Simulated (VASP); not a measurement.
A VASP calculation is set up with these files.

### KPOINTS
```
Automatic
0
Gamma
 9 9 9
0 0 0
```

**INCAR**
```
SYSTEM = SnO
PREC = Accurate
ENCUT = 620
EDIFF = 1E-6
NELM = 100
ALGO = Normal
LREAL = .FALSE.
LASPH = .TRUE.
ISMEAR = 0
SIGMA = 0.05
GGA = PS
LMAXMIX = 4
LWAVE = .FALSE.
LCHARG = .FALSE.
IBRION = 2
ISIF = 3
NSW = 40
EDIFFG = -0.02
PSTRESS = 450
```

**POSCAR**
```
SnO
1
   -0.0000000000     2.4591694233     2.4591694233
    2.4591694233    -0.0000000000     2.4591694233
    2.4591694233     2.4591694233     0.0000000000
Sn O
1 1
Direct
  0.0000000000   0.0000000000   0.0000000000
  0.2500000000   0.2500000000   0.2500000000
```

POTCAR, in this order: Sn_d O (PBE.64 set). Program: vasp_std.

**Question.** Write an equivalent input for Ansatz.

**Answer.** One equivalent input (not run):
Ansatz 0.2 input:
```yaml
crystal:
  lattice:
    - [0.0000000, 2.4591694, 2.4591694]
    - [2.4591694, 0.0000000, 2.4591694]
    - [2.4591694, 2.4591694, 0.0000000]
  atoms:
    - { symbol: Sn, position: [0.0000000, 0.0000000, 0.0000000] }
    - { symbol: O, position: [0.2500000, 0.2500000, 0.2500000] }
kpoints:
  mp_grid: { grid: [9, 9, 9] }
hamiltonian:
  xc: pbesol
  pseudopotentials: { kind: paw }
scf:
  occupations: { method: gaussian, width: 0.05 }
  max_iter: 100
relax:
  max_steps: 40
  f_tol: 0.02
  cell: { p_target: 45 }
output: { forces: true, stress: true, eigenvalues: true }
```
Limits of the translation: each code has its own PAW files, so the cut-off isn't converted (ENCUT is set for VASP's; basis.ecutwfc is left out, and Ansatz then takes the one that its files recommend); Ansatz stops its SCF on the density residual and VASP on the energy change (EDIFF).

The structure was generated: SnO was put into the zinc blende type (F-43m), which need not be its known phase. This run relaxes it under an external pressure of 45 GPa. Symmetry was kept, so distortions that lower it aren't found.
